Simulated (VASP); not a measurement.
All values below come from PBE GGA, VASP's PBE PAW potentials (set 64) (plane waves; VASP).

The input files of a VASP run:

File POSCAR:
```
HfC
1
    0.0000000000     2.3236476523     2.3236476523
    2.3236476523     0.0000000000     2.3236476523
    2.3236476523     2.3236476523     0.0000000000
Hf C
1 1
Direct
  0.0000000000   0.0000000000   0.0000000000
  0.5000000000   0.5000000000   0.5000000000
```

File KPOINTS:
```
Automatic mesh
0
Gamma
12 12 12
0 0 0
```

INCAR:
```
ALGO = Normal
EDIFF = 1E-7
ENCUT = 600
GGA = PE
ISIF = 2
ISMEAR = 1
LASPH = .TRUE.
LCHARG = .FALSE.
LMAXMIX = 6
LREAL = .FALSE.
LWAVE = .FALSE.
NELM = 100
PREC = Accurate
SIGMA = 0.1
SYSTEM = HfC
```

POTCAR, in this order: Hf_pv C (PBE.64 set). Program: vasp_std.

What VASP printed:

File OSZICAR:
```
       N       E                     dE             d eps       ncg     rms          rms(c)
DAV:   1     0.271996604239E+02    0.27200E+02   -0.85163E+03  1592   0.136E+03
DAV:   2    -0.222770058118E+02   -0.49477E+02   -0.46909E+02  2011   0.227E+02
DAV:   3    -0.242072269643E+02   -0.19302E+01   -0.18943E+01  2078   0.340E+01
DAV:   4    -0.242247994136E+02   -0.17572E-01   -0.17565E-01  1939   0.323E+00
DAV:   5    -0.242250022744E+02   -0.20286E-03   -0.20278E-03  2067   0.290E-01    0.573E+01
DAV:   6    -0.211244977243E+02    0.31005E+01   -0.20354E+01  1796   0.232E+01    0.409E+01
DAV:   7    -0.210599973303E+02    0.64500E-01   -0.66161E-01  1842   0.622E+00    0.248E+01
DAV:   8    -0.210539233707E+02    0.60740E-02   -0.60902E-02  1764   0.244E+00    0.589E+00
DAV:   9    -0.210473382299E+02    0.65851E-02   -0.32311E-02  1791   0.107E+00    0.186E+00
DAV:  10    -0.210471224061E+02    0.21582E-03   -0.88816E-04  1890   0.261E-01    0.427E-01
DAV:  11    -0.210471071998E+02    0.15206E-04   -0.23801E-04  1832   0.108E-01    0.561E-02
DAV:  12    -0.210471050403E+02    0.21595E-05   -0.76181E-06  1843   0.253E-02    0.691E-02
DAV:  13    -0.210471042215E+02    0.81875E-06   -0.59203E-07  1919   0.759E-03    0.242E-03
DAV:  14    -0.210471042084E+02    0.13105E-07   -0.80577E-09   900   0.967E-04
   1 F= -.21047104E+02 E0= -.21047042E+02  d E =-.185527E-03
```

OUTCAR:
```
------------------------ aborting loop because EDIFF is reached ----------------------------------------
  FORCE on cell =-STRESS in cart. coord.  units (eV):
  Direction    XX          YY          ZZ          XY          YZ          ZX
  --------------------------------------------------------------------------------------
  Total       -0.0130152     -0.0130152     -0.0130152      0.0000000      0.0000000     -0.0000000
  in kB       -0.8310399     -0.8310399     -0.8310399      0.0000000      0.0000000     -0.0000000
  external PRESSURE =      -0.8310399 kB  Pullay stress =       0.0000000 kB
  volume of cell :       25.09
      direct lattice vectors                 reciprocal lattice vectors
     0.000000000  2.323647652  2.323647652    -0.215178923  0.215178923  0.215178923
     2.323647652  0.000000000  2.323647652     0.215178923 -0.215178923  0.215178923
     2.323647652  2.323647652  0.000000000     0.215178923  0.215178923 -0.215178923
 POSITION                                       TOTAL-FORCE (eV/Angst)
 -----------------------------------------------------------------------------------
      0.00000      0.00000      0.00000         0.000000     -0.000000      0.000000
      2.32365      2.32365      2.32365        -0.000000      0.000000     -0.000000
 -----------------------------------------------------------------------------------
    total drift:                                0.000000      0.000000      0.000000
  FREE ENERGIE OF THE ION-ELECTRON SYSTEM (eV)
  ---------------------------------------------------
  free  energy   TOTEN  =       -21.0471042084 eV

  energy  without entropy=      -21.0469186818  energy(sigma->0) =      -21.04704237
```
(Selected blocks of OUTCAR.)

The compound is HfC in the rock salt structure. It was relaxed first.
